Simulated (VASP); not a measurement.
Input:

```yaml
crystal:
  lattice:
    - [0.00000, 2.74879, 2.74879]
    - [2.74879, 0.00000, 2.74879]
    - [2.74879, 2.74879, 0.00000]
  atoms:
    - { symbol: Li, position: [0.00000, 0.00000, 0.00000] }
    - { symbol: Br, position: [0.50000, 0.50000, 0.50000] }
```

These are vdW-DF-cx, VASP's PBE PAW potentials (set 64) (plane waves; VASP) values and carry that method's errors. Numerical set-up: 520 eV cut-off, 8×8×8 Γ-centred mesh, Gaussian smearing of 0.050 eV, potentials Li_sv Br.

Q: What does the run give for the energy per atom (σ→0), band gap (on the k-mesh) with the smallest direct gap where there is one?

A: 
The band gap (on the k-mesh) comes out as 4.98 eV and the smallest direct gap (on the k-mesh) is 4.98 eV. The energy per atom (σ→0) is -2.064 eV/atom.

The absolute energy has meaning only against runs of the same code, potentials and settings.

The compound is LiBr in the rock salt structure. This cell is one point of a volume scan, at 1.03 of the reference volume.
